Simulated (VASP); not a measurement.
```xyz
3
Lattice="1.7990 -3.1159 0.0000 1.7990 3.1159 0.0000 0.0000 0.0000 5.6431" Properties=species:S:1:pos:R:3 pbc="T T T"
Zr     0.0000     0.0000     0.0000
S      1.7990     1.0386     1.4512
S      1.7990    -1.0386     4.1918
```

All values below come from LDA (Ceperley-Alder, Perdew-Zunger), VASP's LDA PAW potentials (set 64) (plane waves; VASP 6.6.1). Settings: 520 eV cut-off, 8×8×4 Γ-centred mesh, Gaussian smearing of 0.050 eV, potentials Zr_sv S.

Question: Estimate the energy per atom (σ→0).

Answer: 
The energy per atom (σ→0) is -7.799 eV/atom.

The compound is ZrS2 in the 1T layered structure. It was relaxed first, which changed the volume by -6 %. The start is the result of an earlier pass.
